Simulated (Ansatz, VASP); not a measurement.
## Ti2CF2 (Ti2CF2 MXene bilayer, AA) in two plane-wave programs

One calculation is typed for both programs; each brings its own data sets. How far apart do they land? The cell is taken from a series of runs on this material, whose earlier steps may have relaxed, scaled, displaced or heated it; both programs get it as it stands.

Method: plane waves, with VASP 6.6.1 beside it; single point at PBE with D3(BJ), in Ansatz 0.2.0.

## 1. The starting structure

The cell holds 10 atoms: 4 F, 4 Ti and 2 C. Cell: a = 3.031 Å, b = 3.031 Å, c = 29.835 Å, α = 90.0°, β = 90.0°, γ = 120.0°. Vacuum lies along c.

## 2. Ansatz: single point, PBE with D3(BJ)

Ansatz runs on its default PAW (the set named soft_2) files.

A single point gives forces, pressure and levels at one fixed geometry, so differences don't come from the geometry; what else differs is listed under the comparison.

The input, input.yaml:

```yaml
crystal:
  lattice:
    - [3.0313353672, 0.0, 0.0]
    - [-1.5156676836, 2.6252134354, 0.0]
    - [0.0, 0.0, 29.8354472165]
  atoms:
    - { symbol: F, position: [0.3333333333, 0.6666666667, 0.3016546035] }
    - { symbol: Ti, position: [0.6666666667, 0.3333333333, 0.343726687] }
    - { symbol: C, position: [0.0, 0.0, 0.3818683052] }
    - { symbol: Ti, position: [0.3333333333, 0.6666666667, 0.4200171948] }
    - { symbol: F, position: [0.6666666667, 0.3333333333, 0.4616931144] }
    - { symbol: F, position: [0.3333333333, 0.6666666667, 0.5383068856] }
    - { symbol: Ti, position: [0.6666666667, 0.3333333333, 0.5799828052] }
    - { symbol: C, position: [0.0, 0.0, 0.6181316948] }
    - { symbol: Ti, position: [0.3333333333, 0.6666666667, 0.656273313] }
    - { symbol: F, position: [0.6666666667, 0.3333333333, 0.6983453965] }
kpoints:
  mp_grid: { grid: [18, 18, 1] }
  band_path:
    path: [[0, 0, 0], [0.5, 0, 0], [0.33333333, 0.33333333, 0], [0, 0, 0]]
    npoints: 16
hamiltonian:
  xc: pbe
  dispersion: d3bj
scf:
  occupations: { method: fermi_dirac, width: 0.05 }
  convergence: { dr2_threshold: 1.0e-10 }
efield:
  axis: 3
  dipole_correction: true
  ramp_position: 0.97
  ramp_width: 0.06
  amplitude: 0
output:
  dos: { projected: true, e_range: [-6, 5] }
  bader: true
  write_potential: true
  write_density: true
  volumetric_format: npy
  elf: true
```

Launch:

```bash
$ ansatz run input.yaml --threads 4 --pin off --max-ram 12288MiB --backend cpu --events-out ev --progress --plain --runs-dir out
```

Numbers of over 12 decimals in the logs are rounded to 6 here.

What it wrote:

```text
Engine: ansatz 0.2.0, x86_64-unknown-linux-gnu
Pseudopotentials: kind: paw
Pseudopotential: F, paw, valence charge 7, recommended cutoff 420 eV (normal), F.paw.azcp
Pseudopotential: Ti, paw, valence charge 12, recommended cutoff 420 eV (normal), Ti.paw.azcp
Pseudopotential: C, paw, valence charge 4, recommended cutoff 420 eV (normal), C.paw.azcp
Functional definition: PBE
  parameter kappa = 0.804
  parameter beta = 0.066725
  exchange = pbe_x(kappa = kappa, mu = beta*pi^2/3)
  correlation = pbe_c(beta = beta)
Crystal: 10 atoms, lattice volume = 237.428 Å³
Basis set: ecut = 420 eV, 4575 PW (Γ)
Bands: 52, of which v1, the nominal top of the filled ones, is band 42 counted from 1 (41 counted from 0)
Symmetry: 6 space group operations
k-points: 37 of 324 (time reversal used)
Non-local potential: F, projectors of the file, l = 0: 2, l = 1: 2, l = 2: 1
Non-local potential: Ti, projectors of the file, l = 0: 3, l = 1: 2, l = 2: 3, l = 3: 1
Non-local potential: C, projectors of the file, l = 0: 2, l = 1: 2, l = 2: 1
PAW form: soft (Blöchl's): semilocal exchange-correlation on the pseudo side does not see the compensation charge
PAW one-centre angular grid: F, 110 points (default); XC on 64 Gauss nodes
PAW one-centre angular grid: Ti, 590 points (default); XC on 64 Gauss nodes
PAW one-centre angular grid: C, 110 points (default); XC on 64 Gauss nodes
Initial density: superposition of atomic densities (neutral atoms: chi_scale 0, normalization atom), corrected by the library's trained network
Initial wavefunctions: pseudopotential atomic-orbital guess
Functional: x = pbe(κ = 0.804, μ = 0.219515), c = pbe(β = 0.066725)
SCF iter   1: F=—  HF=-13747.369059 eV  |F-HF|=—  |Δ(HF+E_count)|=         —  Δρ=3.00e-3  dr2=4.13e-2  ethr=1.77e-3  p=0.000 e·Å  D=5.20e-15 V/Å  ΔV_dip=-0.00 eV  dr2_dipole=7.62e-8  V_vac-E_F(+/−)=4.97/4.97 eV  ⟨swp⟩=6.6  Hψ=8110  notcnv=0
efield: sawtooth ramp at fractional position 0.9700 (set: `efield.ramp_position`, or a place that a band, a saddle search or an elastic batch's reference lends), width 0.0600; the density the first Hamiltonian is built on has a dipole p = 0.000 e·Å; the dipole correction subtracts the counter field D = 5.20e-15 V/Å, which shifts the + side's vacuum level by -0.00 eV against the − side's; the planar-averaged density in the ramp window peaks in size at 3.0e-5 e/Å³
preconditioner: auto → LDOS  [metal: Δε(μ)=0.012 eV  Ē_g=10.379 eV  σ=0.050 eV  W_gap=0.06  n_scr=20 (ndim 8)  ℏωp=17.4 eV  f_vac=0.540  D(μ)=3.48/eV (n_scr^D=14)  β→1.0]
SCF iter   2: F=—  HF=-13747.367691 eV  |F-HF|=—  |Δ(HF+E_count)|=   1.37e-3  Δρ=1.98e-3  dr2=1.08e-2  ethr=4.91e-5  p=-0.000 e·Å  D=-1.25e-5 V/Å  ΔV_dip=0.00 eV  dr2_dipole=7.10e-8  V_vac-E_F(+/−)=4.70/4.70 eV  ⟨swp⟩=3.3  Hψ=4850  notcnv=0  defer=77
SCF iter   3: F=—  HF=-13747.365133 eV  |F-HF|=—  |Δ(HF+E_count)|=   2.56e-3  Δρ=6.94e-4  dr2=1.18e-3  ethr=1.29e-5  p=0.000 e·Å  D=1.02e-6 V/Å  ΔV_dip=-0.00 eV  dr2_dipole=1.04e-8  V_vac-E_F(+/−)=4.81/4.81 eV  ⟨swp⟩=2.0  Hψ=3498  notcnv=0  defer=77
SCF iter   4: F=—  HF=-13747.364904 eV  |F-HF|=—  |Δ(HF+E_count)|=   2.29e-4  Δρ=1.37e-4  dr2=4.71e-5  ethr=1.40e-6  p=-0.000 e·Å  D=-4.94e-7 V/Å  ΔV_dip=0.00 eV  dr2_dipole=2.58e-9  V_vac-E_F(+/−)=4.80/4.80 eV  ⟨swp⟩=2.2  Hψ=3048  notcnv=0  defer=77
SCF iter   5: F=—  HF=-13747.364921 eV  |F-HF|=—  |Δ(HF+E_count)|=   1.72e-5  Δρ=3.43e-5  dr2=1.87e-6  ethr=5.61e-8  p=-0.000 e·Å  D=-2.56e-7 V/Å  ΔV_dip=0.00 eV  dr2_dipole=4.04e-10  V_vac-E_F(+/−)=4.79/4.79 eV  ⟨swp⟩=2.9  Hψ=3071  notcnv=0  defer=77
SCF iter   6: F=—  HF=-13747.364862 eV  |F-HF|=—  |Δ(HF+E_count)|=   5.85e-5  Δρ=1.28e-5  dr2=1.96e-7  ethr=2.23e-9  p=-0.000 e·Å  D=-5.80e-8 V/Å  ΔV_dip=0.00 eV  dr2_dipole=1.47e-11  V_vac-E_F(+/−)=4.79/4.79 eV  ⟨swp⟩=2.1  Hψ=3282  notcnv=0  defer=75
SCF iter   7: F=—  HF=-13747.364863 eV  |F-HF|=—  |Δ(HF+E_count)|=   4.05e-7  Δρ=4.73e-6  dr2=4.06e-8  ethr=2.33e-10  p=-0.000 e·Å  D=-4.84e-8 V/Å  ΔV_dip=0.00 eV  dr2_dipole=4.81e-15  V_vac-E_F(+/−)=4.79/4.79 eV  ⟨swp⟩=2.7  Hψ=3480  notcnv=0  defer=75
SCF iter   8: F=—  HF=-13747.364863 eV  |F-HF|=—  |Δ(HF+E_count)|=   2.53e-8  Δρ=1.16e-6  dr2=2.45e-9  ethr=4.83e-11  p=-0.000 e·Å  D=-3.19e-8 V/Å  ΔV_dip=0.00 eV  dr2_dipole=8.88e-15  V_vac-E_F(+/−)=4.79/4.79 eV  ⟨swp⟩=2.2  Hψ=2971  notcnv=0  defer=75
SCF iter   9: F=—  HF=-13747.364863 eV  |F-HF|=—  |Δ(HF+E_count)|=   9.06e-9  Δρ=3.16e-7  dr2=1.34e-10  ethr=2.91e-12  p=0.000 e·Å  D=1.19e-8 V/Å  ΔV_dip=-0.00 eV  dr2_dipole=4.15e-14  V_vac-E_F(+/−)=4.79/4.79 eV  ⟨swp⟩=2.4  Hψ=3577  notcnv=0  defer=75
SCF iter  10: F=-13747.364863 eV  HF=-13747.364863 eV  |F-HF|=6.55e-11  |Δ(HF+E_count)|=  3.35e-10  Δρ=6.05e-8  dr2=5.28e-12  ethr=1.00e-12  p=0.000 e·Å  D=2.49e-9 V/Å  ΔV_dip=-0.00 eV  dr2_dipole=1.31e-15  V_vac-E_F(+/−)=4.79/4.79 eV  ⟨swp⟩=7.9  Hψ=5737  notcnv=0
SCF 1 converged in 10 iterations: F = -13747.364863 eV  dr2 = 5.28e-12
  greatest PAW one-centre occupation: 0.999 electrons in one spin orbital (limit 2), on the Ti atom at site 3 (counted from 0), in its partial waves of l = 0
NSCF: frozen V_eff on 49 k-points
efield: sawtooth ramp at fractional position 0.9700 (kept from the solve that this one continues, or follows in the run), width 0.0600; the density the first Hamiltonian is built on has a dipole p = 0.000 e·Å; the dipole correction subtracts the counter field D = 2.49e-9 V/Å, which shifts the + side's vacuum level by -0.00 eV against the − side's; the planar-averaged density in the ramp window peaks in size at 2.6e-7 e/Å³
WARN: The output density's exchange-correlation potential varies sharply where the density is thin. Do not read a vacuum level from v_tot or v_xc, or from such a field of the output density. On a cell that repeats whose density bears no net charge and no dipole along the vacuum's axis use v_es (v_loc + v_h of the components); under efield.dipole_correction with no amplitude use v_es + v_field, which holds any externa [...]
SCF converged after 10 iterations
Free energy (F): -13747.364863 eV
Harris-Foulkes:  -13747.364863 eV  (|F-HF|=6.55e-11)
Internal energy: -13747.336311 eV  (E = F + TS)
E sigma→0 (E₀):  -13747.350587 eV
Entropy (-TS):   -0.028552 eV (-2.855 meV/atom)
Fermi energy:    2.980164 eV
Dipole field:    D = -0.000000 V/Å  (p = -0.000000 e·Å, saw-weighted, corrected)
Work function:   Φ+ = 4.7924 eV   Φ− = 4.7924 eV
Levels:          The Fermi level and band energies are counted from a zero that moves with the ramp; work functions are not
--- Per-component energies (eV) ---
  E_band       = -1480.977993
  E_kinetic    = 2104.960970
  E_local      = -125593.921398  (includes V_loc(G=0)·N_el)
  E_nonlocal   = 374.342580
  E_hartree    = 61807.998634
  E_xc         = -812.052260
  E_vxc        = -1025.350499  (∫ρ·V_xc dr)
  E_paw        = -5188.344696  (= ΣΔE_a)
  E_vpaw       = -957.015505  (= ΣTr[D̂ρ^β])
  E_aug_tail   = 0.008687  (compensation charges beyond the density's cutoff)
  E_efield     = 0.000000  (sawtooth field / dipole correction)
  E_vefield    = 0.000000  (∫n·V_field dr)
  E_ewald      = 53562.127241
  E_disp       = -2.456069  (pairwise vdW)
  E_smearing   = -0.028552  (= −TS)
  E_closure    = -0.000000  (closes the sum)
  Σ components = -13747.364863   (vs F -13747.364863, Δ=0.00e0)
--- Band table (eV; the first three rows and the last of 37) ---
  k-point 0: bands = [... 38 lower, 0.3258, 0.3258, 2.9395, 2.9395, 2.9440, 2.9440, 3.1705, 3.1969, ... 6 higher]
  k-point 1: bands = [... 38 lower, 0.2910, 0.3007, 2.8843, 2.8878, 2.9956, 3.0006, 3.2057, 3.2276, ... 6 higher]
  k-point 2: bands = [... 38 lower, 0.2273, 0.2370, 2.7000, 2.7018, 3.1549, 3.1608, 3.3347, 3.3452, ... 6 higher]
  k-point 36: bands = [... 38 lower, -0.5152, -0.5136, 3.3956, 3.4035, 3.9795, 3.9795, 4.0275, 4.0275, ... 6 higher]
--- Bader charges: 10 sites ---
  site symbol  charge [e]  shift [e]
     0      F     -0.7601     0.0002
     1     Ti      1.7212     0.0001
     2      C     -1.9210     0.0005
     3     Ti      1.7213     0.0001
     4      F     -0.7614     0.0002
     5      F     -0.7614     0.0002
     6     Ti      1.7213     0.0001
     7      C     -1.9210     0.0005
     8     Ti      1.7212     0.0001
     9      F     -0.7601     0.0002
  estimated error of the sums over rays = 6.8e-4 e
```

Reading the cycles: dr2 is the Hartree energy of the density residual (eV), the measure of convergence; HF is the Harris–Foulkes estimate of the energy, which meets the free energy F at convergence.

## 3. VASP: single point, PBE with D3(BJ)

The same cell, functional, mesh and smearing now go to VASP, with its own data sets.

Lines of VASP's logs that name or quote its potential files are left out, and so is its time.

The input, INCAR:

```
SYSTEM = Ti2CF2
PREC = Accurate
ENCUT = 520
EDIFF = 1E-06
NELM = 120
ISMEAR = -1
SIGMA = 0.05
LREAL = .FALSE.
ALGO = Normal
GGA = PE
IVDW = 12
NBANDS = 52
LASPH = .TRUE.
LORBIT = 11
LWAVE = .FALSE.
LCHARG = .FALSE.
ISIF = 2
LDIPOL = .TRUE.
IDIPOL = 3
DIPOL = 0.5 0.5 0.5
LVHAR = .TRUE.
GGA_COMPAT = .FALSE.
NELMDL = -8
KPAR = 2
```

The input, POSCAR:

```
Ti2CF2
1.0
    3.0313353672      0.0000000000      0.0000000000
   -1.5156676836      2.6252134354      0.0000000000
    0.0000000000      0.0000000000     29.8354472165
F Ti C
4 4 2
Direct
    0.3333333333      0.6666666667      0.3016546035
    0.6666666667      0.3333333333      0.4616931144
    0.3333333333      0.6666666667      0.5383068856
    0.6666666667      0.3333333333      0.6983453965
    0.6666666667      0.3333333333      0.3437266870
    0.3333333333      0.6666666667      0.4200171948
    0.6666666667      0.3333333333      0.5799828052
    0.3333333333      0.6666666667      0.6562733130
    0.0000000000      0.0000000000      0.3818683052
    0.0000000000      0.0000000000      0.6181316948
```

The input, KPOINTS:

```
Automatic mesh
0
Gamma
18 18 1
0 0 0
```

PAW data sets: F, Ti_sv and C (PBE family, release 64).

Launch:

```bash
$ mpirun -np 2 vasp_std
```

What it wrote:

```text
[banner, memory and clock lines left out]
running    2 mpi-ranks, on    1 nodes
 distrk:  each k-point on    1 cores,    2 groups
 distr:  one band on    1 cores,    1 groups

 POSCAR found type information on POSCAR F TiC
 POSCAR found :  3 types and      10 ions
 LDA part: xc-table for (Slater+PW92), standard interpolation
 POSCAR, INCAR and KPOINTS ok, starting setup
 FFT: planning ... GRIDC
 FFT: planning ... GRID_SOFT
 FFT: planning ... GRID
 WAVECAR not read
 entering main loop
       N       E                     dE             d eps       ncg     rms          rms(c)
DAV:   1     0.122626816320E+04    0.12263E+04   -0.44302E+04  4160   0.167E+03
DAV:   2     0.110927525043E+03   -0.11153E+04   -0.10747E+04  4316   0.522E+02
DAV:   3    -0.800832008156E+02   -0.19101E+03   -0.18869E+03  5464   0.206E+02
DAV:   4    -0.986923689823E+02   -0.18609E+02   -0.18567E+02  6200   0.599E+01
DAV:   5    -0.100148408784E+03   -0.14560E+01   -0.14557E+01  6072   0.145E+01
DAV:   6    -0.100195921435E+03   -0.47513E-01   -0.47511E-01  5856   0.275E+00
DAV:   7    -0.100197576675E+03   -0.16552E-02   -0.16552E-02  5976   0.467E-01
DAV:   8    -0.100197613549E+03   -0.36874E-04   -0.36874E-04  5944   0.793E-02    0.347E+01
DAV:   9    -0.792419914303E+02    0.20956E+02   -0.15144E+02  5296   0.719E+01    0.102E+01
DAV:  10    -0.790686999086E+02    0.17329E+00   -0.11524E+01  5528   0.212E+01    0.626E+00
DAV:  11    -0.792495720801E+02   -0.18087E+00   -0.27561E+00  5836   0.133E+01    0.378E+00
DAV:  12    -0.791831775175E+02    0.66395E-01   -0.53727E+00  5668   0.112E+01    0.306E+00
DAV:  13    -0.790105612232E+02    0.17262E+00   -0.13012E+00  6340   0.545E+00    0.556E-01
DAV:  14    -0.790142592021E+02   -0.36980E-02   -0.72611E-02  4904   0.173E+00    0.315E-01
[...]
DAV:  24    -0.790133456922E+02   -0.36604E-04   -0.21320E-06  3648   0.864E-03    0.180E-03
DAV:  25    -0.790133720627E+02   -0.26370E-04   -0.13827E-06  3304   0.502E-03    0.122E-03
DAV:  26    -0.790133775491E+02   -0.54864E-05   -0.41365E-07  2732   0.429E-03    0.688E-04
DAV:  27    -0.790133813413E+02   -0.37922E-05   -0.24622E-07  2628   0.212E-03    0.538E-04
DAV:  28    -0.790133834947E+02   -0.21534E-05   -0.14058E-07  2456   0.179E-03    0.559E-04
DAV:  29    -0.790133846628E+02   -0.11682E-05   -0.70959E-08  2292   0.148E-03    0.218E-04
DAV:  30    -0.790133858035E+02   -0.11407E-05   -0.65684E-08  2372   0.111E-03    0.388E-04
DAV:  31    -0.790133861679E+02   -0.36438E-06   -0.18257E-08  2260   0.626E-04
   1 F= -.81469153E+02 E0= -.81454842E+02  d E =-.286219E-01
```

(Continued in part 2 of 2.)

[Lines on the potential files, build, host, timing and source positions are cut from VASP's logs without a mark.]

[Logs are printed without paths, hosts, clocks, repeated set-up lines and the standing remarks that a program may print on its own settings, such as how far it seeks lower states.]

[Hosts, paths, dates, database ids (printed as entryN), source tags and the programs' standing remarks are cut or masked in the printed files.]
